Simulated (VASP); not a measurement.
# BePd (Pm-3m) in VASP: further runs

The runs below take BePd through single point, relaxation of cell and atoms, with LDA.

Everything below comes from runs of VASP 6.6.1. Logs are shortened: lines on timing, memory, paths and dates and some standing lists are left out, and cuts for length are marked.

## (1) Starting point

Symmetry: Pm-3m, No. 221, cubic system. Conventional cell: a = 2.829 Å, b = 2.829 Å, c = 2.829 Å, α = 90.00°, β = 90.00°, γ = 90.00°. Be (site symmetry m-3m) has 8 Pd at 2.45 Å as nearest neighbours. Pd (site symmetry m-3m) is surrounded by 8 Be at 2.45 Å.

## (2) Single point, LDA (relaxed again under DFT LDA, scalar-relativistic, plane waves, PAW)

File INCAR:

```
ALGO = Normal
EDIFF = 1E-6
ENCUT = 520
GGA = CA
ISIF = 2
ISMEAR = 0
LASPH = True
LCHARG = False
LREAL = False
LWAVE = False
NBANDS = 13
NELM = 80
PREC = Accurate
SIGMA = 0.1
```

File KPOINTS:

```
k-points
0
Gamma
  14 14 14
```

File POSCAR:

```
BePd
1.0
    2.7725785865      0.0000000000      0.0000000000
    0.0000000000      2.7725785865      0.0000000000
    0.0000000000      0.0000000000      2.7725785865
Be Pd
1 1
Direct
    0.0000000000      0.0000000000      0.0000000000
    0.5000000000      0.5000000000      0.5000000000
```

Potentials or basis: VASP PAW LDA potentials, release 64 (Be, Pd).

On the command line:

```bash
cat potpaw_LDA.64/Be/POTCAR potpaw_LDA.64/Pd/POTCAR > POTCAR
mpirun -np 1 vasp_std > vasp.out
```

OUTCAR:

```text
EDIFF = 1E-6
   ENCUT = 520
   GGA = CA
   ISIF = 2
   ISMEAR = 0
   LASPH = True
   LREAL = False
   NELM = 80
   PREC = Accurate

 ion  position               nearest neighbor table
   1  0.000  0.000  0.000-   2 2.40   2 2.40   2 2.40   2 2.40   2 2.40   2 2.40   2 2.40   2 2.40

   2  0.500  0.500  0.500-   1 2.40   1 2.40   1 2.40   1 2.40   1 2.40   1 2.40   1 2.40   1 2.40

  LATTYP: Found a simple cubic cell.
 ALAT       =     2.7725785865

  Lattice vectors:

 A1 = (   2.7725785865,   0.0000000000,   0.0000000000)
 A2 = (   0.0000000000,   2.7725785865,   0.0000000000)
 A3 = (   0.0000000000,   0.0000000000,   2.7725785865)

Analysis of symmetry for initial positions (statically):
=====================================================================
 Subroutine PRICEL returns:
 Original cell was already a primitive cell.

 Routine SETGRP: Setting up the symmetry group for a
 simple cubic supercell.

 Subroutine GETGRP returns: Found 48 space group operations
 (whereof 48 operations were pure point group operations)
 out of a pool of 48 trial point group operations.

The static configuration has the point symmetry O_h .

Analysis of symmetry for dynamics (positions and initial velocities):
=====================================================================
 Subroutine PRICEL returns:
 Original cell was already a primitive cell.

 Routine SETGRP: Setting up the symmetry group for a
 simple cubic supercell.

 Subroutine GETGRP returns: Found 48 space group operations
 (whereof 48 operations were pure point group operations)
 out of a pool of 48 trial point group operations.

The dynamic configuration has the point symmetry O_h .

 Subroutine INISYM returns: Found 48 space group operations
 (whereof 48 operations are pure point group operations),
 and found     1 'primitive' translations

----------------------------------------------------------------------------------------

                                     Primitive cell

  volume of cell :      21.3133

  direct lattice vectors                    reciprocal lattice vectors
     2.772578586  0.000000000  0.000000000     0.360675079  0.000000000  0.000000000
     0.000000000  2.772578586  0.000000000     0.000000000  0.360675079  0.000000000
     0.000000000  0.000000000  2.772578586     0.000000000  0.000000000  0.360675079

  length of vectors
     2.772578586  2.772578586  2.772578586     0.360675079  0.360675079  0.360675079

  position of ions in fractional coordinates (direct lattice)
     0.000000000  0.000000000  0.000000000
     0.500000000  0.500000000  0.500000000

  ion indices of the primitive-cell ions
   primitive index   ion index
                 1           1
                 2           2

----------------------------------------------------------------------------------------

 KPOINTS: k-points

Automatic generation of k-mesh.
 Grid dimensions read from file:
 generate k-points for:   14   14   14

 Generating k-lattice:

  Cartesian coordinates                     Fractional coordinates (reciprocal lattice)
     0.025762506  0.000000000  0.000000000     0.071428571  0.000000000  0.000000000
     0.000000000  0.025762506  0.000000000     0.000000000  0.071428571  0.000000000
     0.000000000  0.000000000  0.025762506     0.000000000  0.000000000  0.071428571

  Length of vectors
     0.025762506  0.025762506  0.025762506

  Shift w.r.t. Gamma in fractional coordinates (k-lattice)
     0.000000000  0.000000000  0.000000000

 Subroutine IBZKPT returns following result:
 ===========================================

 Found    120 irreducible k-points:

 Following reciprocal coordinates:
            Coordinates               Weight
  0.000000  0.000000  0.000000      1.000000
  0.071429  0.000000  0.000000      6.000000
  0.142857  0.000000  0.000000      6.000000
  0.214286  0.000000  0.000000      6.000000
  0.285714  0.000000  0.000000      6.000000
  0.357143  0.000000  0.000000      6.000000
[... 16 lines left out ...]
  0.285714  0.214286  0.000000     24.000000
  0.357143  0.214286  0.000000     24.000000
 [... further k-points ...]
   k-points           NKPTS =    120   k-points in BZ     NKDIM =    120   number of bands    NBANDS=     13
   number of dos      NEDOS =    301   number of ions     NIONS =      2
   total plane-waves  NPLWV =  13824
   dimension x,y,z NGX =    24 NGY =   24 NGZ =   24
   dimension x,y,z NGXF=    48 NGYF=   48 NGZF=   48
   ions per type =               1   1
   NGX,Y,Z   is equivalent  to a cutoff of  14.39, 14.39, 14.39 a.u.
   NGXF,Y,Z  is equivalent  to a cutoff of  28.78, 28.78, 28.78 a.u.
 SYSTEM =  unknown system
   PREC   = accura    normal or accurate (medium, high low for compatibility)
   ISTART =      0    job   : 0-new  1-cont  2-samecut
   ICHARG =      2    charge: 1-file 2-atom 10-const
   ISPIN  =      1    spin polarized calculation?
   LNONCOLLINEAR =      F non collinear calculations
   LSORBIT =      F    spin-orbit coupling
   LASPH  =      T    aspherical Exc in radial PAW
   ENCUT  =  520.0 eV  38.22 Ry    6.18 a.u.   5.16  5.16  5.16*2*pi/ulx,y,z
   NELM   =     80;   NELMIN=  2; NELMDL= -5     # of ELM steps
   EDIFF  = 0.1E-05   stopping-criterion for ELM
   LREAL  =      F    real-space projection
   EDIFFG = 0.1E-04   stopping-criterion for IOM
   NSW    =      0    number of steps for IOM
   IBRION =     -1    ionic relax: 0-MD 1-quasi-New 2-CG
   NFREE  =      0    steps in history (QN), initial steepest desc. (CG)
   ISIF   =      2    stress and relaxation
   ISYM   =      2    0-nonsym 1-usesym 2-fastsym
   POTIM  = 0.5000    time-step for ionic-motion
   TEBEG  =    0.0;   TEEND  =   0.0 temperature during run
   PSTRESS=    0.0 pullay stress
   NELECT =      12.0000    total number of electrons
   NUPDOWN=      -1.0000    fix difference up-down
   EMIN   =  10.00;   EMAX   =-10.00  energy-range for DOS
   EFERMI =   0.00;   METHOD = LEGACY
   ISMEAR =     0;   SIGMA  =   0.10  broadening in eV -4-tet -1-fermi 0-gaus
   EFERMI_NEDOS =   21; number of points for ismear=-14 and -15
   IALGO  =     38    algorithm
   IMIX   =      4    mixing-type and parameters
     AMIX     =   0.40;   BMIX     =  1.00
     AMIX_MAG =   1.60;   BMIX_MAG =  1.00
  volume/ion in A,a.u.               =      10.66        71.91
  Fermi-wavevector in a.u.,A,eV,Ry     =   1.351817  2.554565 24.863428  1.827410
  Thomas-Fermi vector in A             =   2.479208
   LORBIT       =      0    0 simple, 1 ext, 2 COOP (PROOUT), +10 PAW based schemes
   GGA     = CA    functional components
   LHFCALC =     F    Hartree Fock is set to
   AEXX    =    0.0000 exact exchange contribution
   IVDW    =     0    specifies the selected vdW correction
   LEPSILON=     F    determine dielectric tensor
   LRPA    =     F    only Hartree local field effects (RPA)
 non-spin polarized calculation
 Gauss-broadening in eV      SIGMA  =   0.10
  energy-cutoff  :      520.00
  volume of cell :       21.31
 maximum number of plane-waves:       588
 NGX is ok and might be reduce to    24
   NGX = 11   NGY = 11   NGZ = 11

 number of electron      12.0000003 magnetization

 Free energy of the ion-electron system (eV)
  ---------------------------------------------------
  ext. energy  EPLUGINS =         0.00000000
  ---------------------------------------------------
  free energy    TOTEN  =       -11.95550749 eV

  energy without entropy =      -11.95114271  energy(sigma->0) =      -11.95332510

 E-fermi :  10.3674     XC(G=0): -12.8088

 val. band max:       10.3672460900   @ k =   0.5000   0.0714   0.0714
 cond. band min:      10.3741984167   @ k =   0.5000   0.0000   0.0000
 fundamental gap:      0.0069523267
 Fermi energy:        10.3673523541

 k-point     1 :       0.0000    0.0000    0.0000
  band No.  band energies     occupation
      1       0.3904      2.00000
      2       4.4157      2.00000
      3       4.4157      2.00000
      4       7.9357      2.00000
      5       7.9357      2.00000
      6       7.9357      2.00000
      7      15.7096      0.00000
      8      15.7096      0.00000
      9      15.7096      0.00000
     10      25.0905      0.00000
     11      25.0905      0.00000
     12      27.8828      0.00000
     13      34.1277      0.00000

 k-point     2 :       0.0714    0.0000    0.0000
  band No.  band energies     occupation
      1       0.4915      2.00000
      2       4.4395      2.00000
      3       4.4715      2.00000
      4       7.8282      2.00000
      5       7.8282      2.00000
      6       7.9432      2.00000
      7      15.3390      0.00000
      8      15.9083      0.00000
      9      15.9083      0.00000
     10      24.8962      0.00000
     11      25.4568      0.00000
     12      27.9277      0.00000
     13      33.9505      0.00000

 k-point     3 :       0.1429    0.0000    0.0000
  band No.  band energies     occupation
      1       0.7841      2.00000
      2       4.5069      2.00000
      3       4.6316      2.00000
      4       7.5468      2.00000
      5       7.5468      2.00000
      6       7.9643      2.00000
      7      14.4217      0.00000
      8      16.4634      0.00000
      9      16.4634      0.00000
     10      24.3788      0.00000
     11      26.1399      0.00000
     12      28.2352      0.00000
     13      32.6320      0.00000
[... 305 lines left out ...]
 k-point    23 :       0.2857    0.2143    0.0000
  band No.  band energies     occupation
      1       2.5772      2.00000
      2       4.8427      2.00000
      3       5.5094      2.00000
      4       6.4041      2.00000
      5       6.9487      2.00000
      6       7.4656      2.00000
      7      12.4967      0.00000
      8      16.2720      0.00000
      9      18.9756      0.00000
     10      22.6316      0.00000
     11      26.3154      0.00000
     12      28.8300      0.00000
     13      29.2201      0.00000

 k-point    24 :       0.3571    0.2143    0.0000
  band No.  band energies     occupation
      1       3.1149      2.00000
      2       4.7157      2.00000
      3       5.5521      2.00000
      4       6.7029      2.00000
      5       6.7408      2.00000
      6       7.5092      2.00000
      7      11.5047      0.00000
      8      16.9841      0.00000
      9      19.5508      0.00000
     10      21.5873      0.00000
     11      25.7235      0.00000
     12      28.2974      0.00000
     13      28.4278      0.00000

 [... further k-points ...]
[... 5 lines left out ...]
  --------------------------------------------------------------------------------------
  -------------------------------------------------------------------------------------
  Total        0.0903937      0.0903937      0.0903937     -0.0000000     -0.0000000      0.0000000
  in kB        6.7951221      6.7951221      6.7951221     -0.0000000     -0.0000000      0.0000000
  external PRESSURE =       6.7951221 kB  Pullay stress =       0.0000000 kB

 VOLUME and BASIS-vectors are now :
 -----------------------------------------------------------------------------
  energy-cutoff  :      520.00
  volume of cell :       21.31
      direct lattice vectors                 reciprocal lattice vectors
     2.772578586  0.000000000  0.000000000     0.360675079  0.000000000  0.000000000
     0.000000000  2.772578586  0.000000000     0.000000000  0.360675079  0.000000000
     0.000000000  0.000000000  2.772578586     0.000000000  0.000000000  0.360675079

 POSITION                                       TOTAL-FORCE (eV/Angst)
 -----------------------------------------------------------------------------------
      0.00000      0.00000      0.00000         0.000000      0.000000      0.000000
      1.38629      1.38629      1.38629         0.000000      0.000000      0.000000
 -----------------------------------------------------------------------------------
    total drift:                                0.000000     -0.000000     -0.000000

  FREE ENERGIE OF THE ION-ELECTRON SYSTEM (eV)
  ---------------------------------------------------
  free  energy   TOTEN  =       -11.9555074930 eV

  energy  without entropy=      -11.9511427106  energy(sigma->0) =      -11.95332510
```

It took 8.3 s on 1 thread of Intel Xeon 6975P-C (Granite Rapids), shared host; peak memory 0.15 GiB.

Results:

- Free energy: -11.9555 eV
- Pressure: 0.7 GPa
- Band gap on the k mesh: none (metal or under the smearing width)

## (3) Relaxation of cell and atoms, LDA

File INCAR:

```
  PREC = Accurate
  ENCUT = 600
  EDIFF = 1E-6
  ISMEAR = 0
  SIGMA = 0.1
  LREAL = False
  LASPH = True
  NELM = 100
  ALGO = Fast
  ISIF = 3
  LWAVE = False
  LCHARG = False
  GGA = CA
  IBRION = 2
  NSW = 70
  EDIFFG = -0.005
```

File KPOINTS:

```
regular mesh
0
Gamma
  14 14 14
```

File POSCAR:

```
BePd
1.0
    2.8287553172      0.0000000000      0.0000000000
    0.0000000000      2.8287553172      0.0000000000
    0.0000000000      0.0000000000      2.8287553172
Be Pd
1 1
Direct
    0.0000000000      0.0000000000      0.0000000000
    0.5000000000      0.5000000000      0.5000000000
```

Potentials or basis: VASP PAW LDA potentials, release 64 (Be, Pd).

On the command line:

```bash
cat potpaw_LDA.64/Be/POTCAR potpaw_LDA.64/Pd/POTCAR > POTCAR
mpirun -np 1 vasp_std > vasp.out
```

Run time: 27 s. Hardware: 1 thread of Intel Xeon 6975P-C (Granite Rapids), shared host; peak memory 0.16 GiB.

It converged, with:

```yaml
Free_energy: -11.9562 eV
Relaxed_volume: 10.69 Å³/atom
Relaxed_cell: a = 2.776 Å, b = 2.776 Å, c = 2.776 Å, α = 90.00°, β = 90.00°, γ = 90.00°
Space_group_after_relaxing_to_0.05_Å: Pm-3m (No. 221)
Energy_gained_by_relaxing: 21.2 meV/atom
Ionic_steps: 6
Pressure_after_relaxing: 0.0 GPa
Band_gap_on_the_k_mesh: none (metal or under the smearing width)
```

Step by step:
```
step  energy change (eV)  largest force (eV/Å)  pressure (GPa)  volume (Å³)
   1              0.0000                0.0000          -10.26        22.64
   2             -0.0066                0.0000           11.57        20.34
   3             -0.0424                0.0000           -0.11        21.39
   4             -0.0424                0.0000            0.16        21.37
   5             -0.0424                0.0000           -0.12        21.40
   6             -0.0424                0.0000            0.00        21.38
```

Final structure:
```
CELL_PARAMETERS angstrom
2.77562 0.00000 0.00000
0.00000 2.77562 0.00000
0.00000 0.00000 2.77562
ATOMIC_POSITIONS crystal
Be 0.00000 0.00000 0.00000
Pd 0.50000 0.50000 0.50000
```

Levels at points of the mesh, in eV from the Fermi level:
| k point | band 2 | band 3 | band 4 | band 5 | band 6 | band 7 | band 8 | band 9 | band 10 |
| --- | --- | --- | --- | --- | --- | --- | --- | --- | --- |
| (0.00, 0.00, 0.00) | -5.92 | -5.92 | -2.42 | -2.42 | -2.42 | 5.34 | 5.34 | 5.34 | 14.70 |
| (0.50, 0.00, 0.00) | -5.41 | -4.78 | -4.09 | -4.09 | -2.27 | 0.00 | 10.36 | 10.36 | 11.50 |
| (0.50, 0.50, 0.00) | -5.15 | -3.51 | -3.51 | -2.01 | -2.01 | -1.32 | 5.69 | 6.43 | 8.77 |
| (0.50, 0.50, 0.50) | -6.74 | -6.74 | -1.24 | -1.24 | 4.95 | 5.67 | 5.67 | 5.67 | 6.94 |

LDA usually gives volumes a few per cent too small. Zero-point motion and thermal expansion aren't in these numbers.
